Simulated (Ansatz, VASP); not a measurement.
# BiN in two plane-wave programs

One calculation is typed for both programs; each brings its own data sets and cutoff. How far apart do they land? The cell is invented: As first built, before any earlier steps moved the atoms (in the runner's words): it takes the GaN structure with some of its atoms replaced by other elements, volume scaled by an estimate. It may not be a known or stable phase. The cell is taken from a series of VASP runs on this material, whose earlier steps may have relaxed, scaled or displaced it; both programs get it as it stands.

Main program and level: Ansatz 0.2.0; plane waves, with VASP 6.6.1 beside it; band structure at r2SCAN, spin-orbit coupling.

## Step 1: The starting structure

Symmetry: F-43m, No. 216, cubic system. The conventional cell has a = 5.520 Å, b = 5.520 Å, c = 5.520 Å, α = 90.00°, β = 90.00°, γ = 90.00°. Nearest to Bi lie 4 N at 2.39 Å. Nearest to N lie 4 Bi at 2.39 Å. As first built, before any earlier steps moved the atoms (in the runner's words): sites of the GaN structure (space group 216) filled with other elements, volume scaled by an estimate. Farther neighbours and most contacts between anions are not listed.

## Step 2: Ansatz: band structure, r2SCAN, spin-orbit coupling

Ansatz runs on its fully relativistic PAW (standard-fr) files.

With cell and atoms fixed, the geometry can't cause a difference; cores, projectors, grids and the points listed under the comparison can.

input.yaml

```yaml
crystal:
  lattice:
    - [0.0, 2.7601193961, 2.7601193961]
    - [2.7601193961, 0.0, 2.7601193961]
    - [2.7601193961, 2.7601193961, 0.0]
  atoms:
    - { symbol: Bi, position: [0.0, 0.0, 0.0] }
    - { symbol: "N", position: [0.25, 0.25, 0.25] }
hamiltonian:
  xc: r2scan
  pseudopotentials: { kind: paw_fr }
magnetization:
  noncollinear: true
  spin_orbit: true
kpoints:
  mp_grid: { grid: [7, 7, 7] }
  band_path:
    path:
      - [0.0, 0.0, 0.0]
      - [0.16667, 0.0, 0.16667]
      - [0.33333, 0.0, 0.33333]
      - [0.5, 0.0, 0.5]
      - [0.5, 0.08333, 0.58333]
      - [0.5, 0.18333, 0.68333]
      - [0.5, 0.25, 0.75]
      - [0.45, 0.3, 0.75]
      - [0.40833, 0.34167, 0.75]
      - [0.35, 0.35, 0.7]
      - [0.225, 0.225, 0.45]
      - [0.075, 0.075, 0.15]
      - [0.03333, 0.03333, 0.03333]
      - [0.23333, 0.23333, 0.23333]
      - [0.4, 0.4, 0.4]
      - [0.51667, 0.46667, 0.51667]
      - [0.55833, 0.38333, 0.55833]
      - [0.60833, 0.28333, 0.60833]
      - [0.60833, 0.25, 0.64167]
      - [0.55833, 0.25, 0.69167]
      - [0.51667, 0.25, 0.73333]
      - [0.5, 0.3, 0.7]
      - [0.5, 0.38333, 0.61667]
      - [0.5, 0.48333, 0.51667]
      - [0.475, 0.475, 0.55]
      - [0.425, 0.425, 0.65]
      - [0.38333, 0.38333, 0.73333]
      - [0.59167, 0.18333, 0.59167]
      - [0.55, 0.1, 0.55]
      - [0.5, 0.0, 0.5]
    npoints: 1
scf:
  occupations: { method: gaussian, width: 0.05 }
  n_extra_bands: 14
output:
  forces: true
  stress: true
  eigenvalues: true
```

On the command line:

```bash
> ansatz run input.yaml --threads 2 --pin off --max-ram 4608MiB --backend cpu --events-out ev --progress --plain --runs-dir out
```

Numbers of over 12 decimals in the logs are rounded to 6 here.

What it wrote:

```text
scf.n_extra_bands = 14 over 20 filled bands (N_el = 20.0): the run solves 34 bands
Engine: ansatz 0.2.0, aarch64-unknown-linux-gnu
Pseudopotentials: kind: paw_fr
Pseudopotential: Bi, paw_fr, valence charge 15, recommended cutoff 500 eV (meta_gga), Bi.paw.azcp#standard-fr
Pseudopotential: N, paw_fr, valence charge 5, recommended cutoff 500 eV (meta_gga), N.paw.azcp#standard-fr
Functional definition: r2SCAN
  parameter k0 = 0.174
  parameter k1 = 0.065
  parameter a1 = 4.9479
  exchange = r2scan_x(k0 = k0, k1 = k1, a1 = a1)
  correlation = r2scan_c
non-collinear run that drives no moment, with spin-orbit: no starting moment large enough to seed its density (crystal.atoms[].spin), no starting occupations that ask for one, no magnetisation constraint and no magnetic field, so the semilocal B_xc is pinned to zero
Crystal: 2 atoms, lattice volume = 42.055 Å³
Basis set: ecut = 500 eV, 1067 PW (Γ), exchange–correlation on 120×120×120 points (64 copies of the dense FFT grid, shifted against one another)
Bands: 34, of which v1, the nominal top of the filled ones, is band 20 counted from 1 (19 counted from 0)
Symmetry: 24 space group operations + 24 with time reversal
Magnetic group: BNS 216.75 (UNI 1577), of the structure as read, at distance tolerance 3.5e-5 Å
k-points: 20 of 343 (time reversal used)
Projection manifold: j_resolved (fully-relativistic pseudo-atomic orbitals)
Non-local potential: Bi, projectors of the file, l = 0: 2, l = 1: 4, l = 2: 4, l = 3: 4
Non-local potential: N, projectors of the file, l = 0: 2, l = 1: 4, l = 2: 2
PAW form: soft (Blöchl's): semilocal exchange-correlation on the pseudo side does not see the compensation charge
PAW frozen core: Bi, regenerated for the run's functional (the file was generated under x = pbe(κ = 0.804, μ = 0.219515), c = pbe(β = 0.066725))
PAW frozen core: N, regenerated for the run's functional (the file was generated under x = pbe(κ = 0.804, μ = 0.219515), c = pbe(β = 0.066725))
PAW one-centre angular grid: Bi, 590 points (default); XC on 285 of its mesh's 2899 points in the sphere
PAW one-centre angular grid: N, 302 points (default); XC on 160 Gauss nodes
Initial density: superposition of atomic densities (chi_scale 0.1, normalization cell, long waves kept (reshape's long-wave potential 0.00 eV rms))
Initial wavefunctions: pseudopotential atomic-orbital guess
Functional: x = r2scan, c = r2scan; τ floored in thin density (d = 2e-4 eV/Å³)
SCF iter   1: F=—  HF=-12760.473945 eV  |F-HF|=—  |Δ(HF+E_count)|=         —  Δρ=5.89e-2  dr2=2.47e0  dr2_τ=5.27e-2  dr2_m=0.00e0 (ungated)  ethr=3.10e-3  |M|=0.00e0 ∫|m|=0.00e0 μB  |m|>n=0.0e0 m-floor=0.0e0 τ_xc=0.0e0  β_m=0.30  ⟨swp⟩=7.2  Hψ=3748  notcnv=0  defer=60
preconditioner: auto → none  [insulator: Δε(μ)=0.078 eV  Ē_g=23.447 eV  σ=0.050 eV  W_gap=0.72  n_scr=14 (ndim 8)  ℏωp=25.6 eV  f_vac=0.000  D(μ)=0.60/eV (n_scr^D=0)  ε∞_Penn≈2.2]
SCF iter   2: F=—  HF=-12760.087913 eV  |F-HF|=—  |Δ(HF+E_count)|=   3.86e-1  Δρ=3.43e-2  dr2=3.59e-1  dr2_τ=4.24e-2  dr2_m=0.00e0 (ungated)  ethr=3.10e-3  |M|=0.00e0 ∫|m|=0.00e0 μB  |m|>n=0.0e0 m-floor=0.0e0 τ_xc=0.0e0  β_m=0.27  ⟨swp⟩=2.4  Hψ=1188  notcnv=0  defer=144
SCF iter   3: F=—  HF=-12760.064956 eV  |F-HF|=—  |Δ(HF+E_count)|=   2.30e-2  Δρ=1.57e-2  dr2=9.14e-2  dr2_τ=8.52e-4  dr2_m=0.00e0 (ungated)  ethr=1.80e-3  |M|=0.00e0 ∫|m|=0.00e0 μB  |m|>n=0.0e0 m-floor=0.0e0 τ_xc=0.0e0  β_m=0.47  ⟨swp⟩=2.2  Hψ=740  notcnv=0  defer=144
SCF iter   4: F=—  HF=-12760.068199 eV  |F-HF|=—  |Δ(HF+E_count)|=   3.24e-3  Δρ=5.18e-3  dr2=7.69e-3  dr2_τ=1.87e-4  dr2_m=0.00e0 (ungated)  ethr=4.57e-4  |M|=0.00e0 ∫|m|=0.00e0 μB  |m|>n=0.0e0 m-floor=0.0e0 τ_xc=0.0e0  β_m=0.50  ⟨swp⟩=3.1  Hψ=993  notcnv=0  defer=144
SCF iter   5: F=—  HF=-12760.068087 eV  |F-HF|=—  |Δ(HF+E_count)|=   1.11e-4  Δρ=1.04e-3  dr2=2.73e-4  dr2_τ=2.97e-6  dr2_m=0.00e0 (ungated)  ethr=3.85e-5  |M|=0.00e0 ∫|m|=0.00e0 μB  |m|>n=0.0e0 m-floor=0.0e0 τ_xc=0.0e0  β_m=0.71  ⟨swp⟩=2.6  Hψ=744  notcnv=0  defer=144
SCF iter   6: F=—  HF=-12760.068182 eV  |F-HF|=—  |Δ(HF+E_count)|=   9.42e-5  Δρ=1.45e-4  dr2=1.24e-5  dr2_τ=2.94e-7  dr2_m=0.00e0 (ungated)  ethr=1.36e-6  |M|=0.00e0 ∫|m|=0.00e0 μB  |m|>n=0.0e0 m-floor=0.0e0 τ_xc=0.0e0  β_m=0.80  ⟨swp⟩=2.3  Hψ=680  notcnv=0  defer=144
SCF iter   7: F=—  HF=-12760.068187 eV  |F-HF|=—  |Δ(HF+E_count)|=   5.08e-6  Δρ=2.42e-5  dr2=2.66e-7  dr2_τ=1.26e-9  dr2_m=0.00e0 (ungated)  ethr=6.20e-8  |M|=0.00e0 ∫|m|=0.00e0 μB  |m|>n=0.0e0 m-floor=0.0e0 τ_xc=0.0e0  β_m=0.84  ⟨swp⟩=2.0  Hψ=788  notcnv=0  defer=144
SCF iter   8: F=-12760.068187 eV  HF=-12760.068187 eV  |F-HF|=5.77e-9  |Δ(HF+E_count)|=   6.36e-8  Δρ=4.16e-6  dr2=8.46e-9  dr2_τ=8.21e-11  dr2_m=0.00e0 (ungated)  ethr=5.00e-10  |M|=0.00e0 ∫|m|=0.00e0 μB  |m|>n=0.0e0 m-floor=0.0e0 τ_xc=0.0e0  ⟨swp⟩=12.6  Hψ=4053  notcnv=0
SCF 1 converged in 8 iterations: F = -12760.068187 eV  dr2 = 8.46e-9
  greatest PAW one-centre occupation: 0.986 electrons in one spin orbital (limit 2), on the Bi atom at site 0 (counted from 0), in its partial waves of l = 2
NSCF: frozen V_eff on 30 k-points
SCF converged after 8 iterations
Magnetization: |M| = 0.0000 μB,  M = (+0.0000, +0.0000, +0.0000) μB
Absolute magnetization: 0.0000 μB (∫|m|)
  site 0: m = (+0.0000, +0.0000, +0.0000) μB, |m| = 0.0000 μB  (R = 0.99 Å)
  site 1: m = (+0.0000, +0.0000, +0.0000) μB, |m| = 0.0000 μB  (R = 0.99 Å)
Free energy (F): -12760.068187 eV
Harris-Foulkes:  -12760.068187 eV  (|F-HF|=5.77e-9)
Internal energy: -12760.066925 eV  (E = F + TS)
E sigma→0 (E₀):  -12760.067556 eV
Entropy (-TS):   -0.001262 eV (-0.631 meV/atom)
Fermi energy:    9.746301 eV
--- Per-component energies (eV) ---
  E_band       = -111.358624
  E_kinetic    = 427.951593
  E_local      = -1717.451651  (includes V_loc(G=0)·N_el)
  E_nonlocal   = 610.160296
  E_hartree    = 553.689123
  E_xc         = -200.277459
  E_vxc        = -240.809182  (∫ρ·V_xc dr)
  E_paw        = -10783.106482  (= ΣΔE_a)
  E_vpaw       = -314.523266  (= ΣTr[D̂ρ^β])
  E_aug_tail   = -0.000201  (compensation charges beyond the density's cutoff)
  E_vtau       = 15.936626  (kinetic-family band-sum trace: ∫τ·v_τ [+ j·A + Jᵃ·Aᵃ] dr)
  E_ewald      = -1651.852107
  E_core_change = 0.819964  (= ΣΔE_core)
  E_smearing   = -0.001262  (= −TS)
  E_closure    = 0.000000  (closes the sum)
  Σ components = -12760.068187   (vs F -12760.068187, Δ=0.00e0)
--- Forces (eV/Å), atoms counted from 1 ---
  atom   1  Bi    -0.00000000    -0.00000000    -0.00000000
  atom   2  N      0.00000000    -0.00000000     0.00000000
  max |Σ_I F_I| component: 2.50e-16 eV/Å
--- Stress (GPa, compression-positive) ---
        0.384782       0.000000      -0.000000
        0.000000       0.384782       0.000000
       -0.000000       0.000000       0.384782
  P = ⅓ Tr σ = 0.3848 GPa (3.848 kbar)
--- Band table (eV; the first three rows and the last of 20) ---
  k-point 0: bands = [... 16 lower, 7.4746, 7.4746, 7.4746, 7.4746, 10.9786, 10.9786, 13.6923, 13.6923, ... 10 higher]
  k-point 1: bands = [... 16 lower, 7.2998, 7.3224, 7.4494, 7.4494, 11.1627, 11.1627, 13.0953, 13.0953, ... 10 higher]
  k-point 2: bands = [... 16 lower, 6.9700, 6.9960, 7.1681, 7.1681, 11.6837, 11.6837, 13.0318, 13.0318, ... 10 higher]
  k-point 19: bands = [... 16 lower, 5.1513, 5.5068, 9.6040, 9.7503, 11.1252, 11.5025, 12.3652, 13.1724, ... 10 higher]
```

It took 24 s on 2 threads of Arm Neoverse N1, shared host; peak memory 0.56 GiB; 46 s of CPU time.

In the SCF lines HF is the Harris–Foulkes energy and dr2 the Hartree energy of the density residual, in eV; the loop may stop once dr2 is under the threshold and the program's other checks hold. Hψ counts applications of the Hamiltonian.

[end of part 1 of 2]

[Lines on the potential files, build, host, timing and source positions are cut from VASP's logs without a mark.]

[Logs are printed without paths, hosts, clocks, repeated set-up lines and the standing remarks that a program may print on its own settings, such as how far it seeks lower states.]

[Hosts, paths, dates, database ids (printed as entryN), source tags and the programs' standing remarks are cut or masked in the printed files.]
